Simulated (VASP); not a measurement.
Input of a VASP 6.6.1 run:

INCAR

```
ALGO = Normal
EDIFF = 1E-7
ENCUT = 520
GGA = PE
ISIF = 2
ISMEAR = -1
LASPH = T
LCHARG = F
LREAL = F
LWAVE = F
NBANDS = 19
NELM = 60
PREC = Accurate
SIGMA = 0.05
```

Contents of KPOINTS:

```
k-points
0
Gamma
  10 10 10
```

Contents of POSCAR:

```
SrW
1.0
    1.5283100000      0.8823700000      5.6290200000
   -1.5283100000      0.8823700000      5.6290200000
    0.0000000000     -1.7647400000      5.6290200000
Sr W
1 1
Direct
    0.4958890000      0.4953630000      0.5088040000
    0.0042620000     -0.0020910000      0.0081410000
```

Potentials or basis: VASP PAW PBE potentials, release 64 (Sr_sv, W_sv).

Launch:

```bash
$ cat potpaw_PBE.64/Sr_sv/POTCAR potpaw_PBE.64/W_sv/POTCAR > POTCAR
$ mpirun -np 1 vasp_std > vasp.out
```

Predict the largest force.

0.227 eV/Å.

What does it give for the band gap on the k mesh?

None (metal or under the smearing width).

Predict the pressure.

0.4 GPa.

Stress tensor (GPa, compression positive):
```
 0.31 -0.01  0.01
-0.01  0.34  0.02
 0.01  0.02  0.55
```

Spin-orbit coupling is left out, which matters for the levels of W.
